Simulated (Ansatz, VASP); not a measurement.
Two plane-wave programs on NaSb2Au

```
CELL_PARAMETERS angstrom
4.35730 0.00000 0.00000
-2.17865 3.77354 0.00000
0.00000 0.00000 6.81847
ATOMIC_POSITIONS crystal
Na 0.00000 0.00000 0.50000
Sb 0.66667 0.33333 0.81632
Sb 0.33333 0.66667 0.18368
Au 0.00000 0.00000 0.00000
```

The cell was built by a generator and needn't be a form met in nature.

Alike in both runs: task relaxation of cell and atoms; functional PBE; k mesh 5 × 5 × 3; occupations fermi-dirac, width 0.05 eV; no spin polarisation.

|  | VASP | Ansatz |
| --- | --- | --- |
| version | VASP 6.6.1 | Ansatz 0.2.0 |
| potentials or method | VASP PAW PBE potentials, release 64 (Na, Sb, Au) | Ansatz PAW |
| plane-wave cutoff (eV) | 600 | 420 |
| valence electrons in the cell | 22 | 58 |

Ansatz gave:

| Item | Value |
| --- | --- |
| gap on the k mesh at the Fermi level, each at its own relaxed structure (eV) | none |
| relaxed volume (Å³/atom) | 27.81 |
| relaxed cell length with the largest relative difference (Å) | 6.605 |
| energy change over the relaxation (meV/atom) | -2 |

Question: Which values does VASP return?

Answer: gap on the k mesh at the Fermi level, each at its own relaxed structure (eV): none; relaxed volume (Å³/atom): 27.56; relaxed cell length with the largest relative difference (Å): 6.554; energy change over the relaxation (meV/atom): -3.

A gap of «none» marks a metal or a gap that the smearing closes. The two sets of potentials don't hold the same shells in valence.

Caveats: the plane-wave basis is chosen anew once the cell has moved, so the energies of steps on either side of that aren't comparable (Ansatz). Spin-orbit coupling is left out, which matters for the levels of Au, Sb.
